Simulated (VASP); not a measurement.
These are optB88-vdW, VASP's PBE PAW potentials (set 64) (plane waves; VASP) values and carry that method's errors.

VASP input:

### KPOINTS
```
Regular mesh
0
G
 9 9 3
```

INCAR:
```
ISMEAR  =  1
EDIFF  =  1E-6
LCHARG  =  .FALSE.
AGGAC  =  0.0
ENCUT  =  520   ! plane-wave cut-off (eV)
ALGO  =  Normal
ISIF  =  3
LUSE_VDW  =  .TRUE.
PARAM1  =  0.1833333333
SYSTEM  =  La
LASPH  =  .TRUE.   ! aspherical one-centre terms
LREAL  =  .FALSE.
EDIFFG  =  -0.02   ! ionic stop
GGA  =  BO
LWAVE  =  .FALSE.
PARAM2  =  0.22
LMAXMIX  =  6   ! l cut-off of mixed one-centre charges
NSW  =  60   ! most ionic steps
IBRION  =  2   ! conjugate gradients
NELM  =  100   ! most electronic steps
PREC  =  Accurate
SIGMA  =  0.1   ! width (eV)
```

File POSCAR:
```
La
1.0
  1.8683123665  -3.2360121637   0.0000000000
  1.8683123665   3.2360121637   0.0000000000
  0.0000000000   0.0000000000  11.9513573417
La
4
Direct
  0.0000000000   0.0000000000   0.5000000000
  0.0000000000   0.0000000000   0.0000000000
  0.3333330000   0.6666670000   0.2500000000
  0.6666670000   0.3333330000   0.7500000000
```

POTCAR, in this order: La (PBE.64 set). Program: vasp_std.

What VASP printed:

OSZICAR:
```
       N       E                     dE             d eps       ncg     rms          rms(c)
DAV:   1     0.575539451396E+03    0.57554E+03   -0.15188E+04  1248   0.234E+03
DAV:   2     0.129063665091E+03   -0.44648E+03   -0.44086E+03  1888   0.447E+02
DAV:   3     0.771684837557E+01   -0.12135E+03   -0.12035E+03  2298   0.277E+02
DAV:   4    -0.788410775045E+01   -0.15601E+02   -0.15306E+02  2312   0.100E+02
DAV:   5    -0.991620392607E+01   -0.20321E+01   -0.19771E+01  2400   0.339E+01    0.532E+00
DAV:   6    -0.102589683278E+02   -0.34276E+00   -0.28886E+00  2416   0.122E+01    0.295E+00
DAV:   7    -0.103561955443E+02   -0.97227E-01   -0.53320E-01  2264   0.531E+00    0.684E-01
DAV:   8    -0.103667009176E+02   -0.10505E-01   -0.74875E-02  2424   0.197E+00    0.313E-01
DAV:   9    -0.103690412593E+02   -0.23403E-02   -0.11005E-02  2200   0.673E-01    0.160E-01
DAV:  10    -0.103692353230E+02   -0.19406E-03   -0.29333E-03  2216   0.424E-01    0.273E-02
DAV:  11    -0.103692661183E+02   -0.30795E-04   -0.39058E-04  2440   0.145E-01    0.119E-02
DAV:  12    -0.103692704491E+02   -0.43309E-05   -0.58736E-05  2200   0.487E-02    0.603E-03
DAV:  13    -0.103692716441E+02   -0.11950E-05   -0.73808E-06  1360   0.175E-02    0.212E-03
DAV:  14    -0.103692719441E+02   -0.30004E-06   -0.95252E-07  1320   0.156E-02
   1 F= -.10369272E+02 E0= -.10368984E+02  d E =-.103693E+02
```

### OUTCAR
```
------------------------ aborting loop because EDIFF is reached ----------------------------------------
  FORCE on cell =-STRESS in cart. coord.  units (eV):
  Direction    XX          YY          ZZ          XY          YZ          ZX
  --------------------------------------------------------------------------------------
  Total        0.0284565      0.0284565     -0.0205997      0.0000000      0.0000000      0.0000000
  in kB        0.3154895      0.3154895     -0.2283831      0.0000000      0.0000000      0.0000000
  external PRESSURE =       0.1341986 kB  Pullay stress =       0.0000000 kB
  volume of cell :      144.51
      direct lattice vectors                 reciprocal lattice vectors
     1.868312367 -3.236012164  0.000000000     0.267621201 -0.154511162  0.000000000
     1.868312367  3.236012164  0.000000000     0.267621201  0.154511162  0.000000000
     0.000000000  0.000000000 11.951357342     0.000000000  0.000000000  0.083672504
 POSITION                                       TOTAL-FORCE (eV/Angst)
 -----------------------------------------------------------------------------------
      0.00000      0.00000      5.97568         0.000000     -0.000000      0.000000
      0.00000      0.00000      0.00000         0.000000     -0.000000      0.000000
      1.86831      1.07867      2.98784        -0.000000      0.000000      0.000000
      1.86831     -1.07867      8.96352         0.000000     -0.000000     -0.000000
 -----------------------------------------------------------------------------------
    total drift:                               -0.000000      0.000000      0.000000
  FREE ENERGIE OF THE ION-ELECTRON SYSTEM (eV)
  ---------------------------------------------------
  free  energy   TOTEN  =       -10.3692719441 eV

  energy  without entropy=      -10.3684090612  energy(sigma->0) =      -10.36898432

 reached required accuracy - stopping structural energy minimisation
```
(Selected blocks of OUTCAR.)

File OUTCAR:
```
 val. band max:        8.1308660304   @ k =   0.3333   0.2222   0.0000

 cond. band min:       8.1490685933   @ k =   0.2222   0.2222   0.3333


 Fermi energy:         8.1418755758

 k-point     1 :       0.0000    0.0000    0.0000
  band No.  band energies     occupation
      1     -24.8356      2.00000
      2     -24.7295      2.00000
      3     -24.7129      2.00000
      4     -24.6023      2.00000
      5      -9.2536      2.00000
      6      -8.5389      2.00000
      7      -8.5320      2.00000
      8      -7.9675      2.00000
      9      -7.9675      2.00000
     10      -7.8751      2.00000
     11      -7.8751      2.00000
     12      -7.8516      2.00000
     13      -7.8516      2.00000
     14      -7.7560      2.00000
     15      -7.7560      2.00000
     16      -7.7144      2.00000
     17       4.9507      2.00000
     18       6.2752      2.00000
     19       6.2961      2.00000
     20       6.3171      2.00000
     21       8.5984     -0.00000
     22       8.7505     -0.00000
     23       9.3057     -0.00000
     24       9.3430     -0.00000
     25       9.3568     -0.00000
     26       9.4105     -0.00000

 k-point     2 :       0.1111   -0.0000    0.0000
  band No.  band energies     occupation
      1     -24.8146      2.00000
      2     -24.7141      2.00000
      3     -24.6975      2.00000
      4     -24.5932      2.00000
      5      -9.1992      2.00000
      6      -8.5614      2.00000
      7      -8.5562      2.00000
      8      -8.1015      2.00000
      9      -8.0111      2.00000
     10      -7.9642      2.00000
     11      -7.9524      2.00000
     12      -7.9057      2.00000
     13      -7.8891      2.00000
     14      -7.8820      2.00000
     15      -7.7728      2.00000
     16      -7.7385      2.00000
     17       5.2807      2.00000
     18       6.5756      2.00000
     19       6.5790      2.00000
     20       6.6300      2.00000
     21       8.2205      0.02714
     22       8.4959     -0.00001
...
```

The compound is La in the dhcp structure. It was relaxed first. The start is the result of an earlier pass.
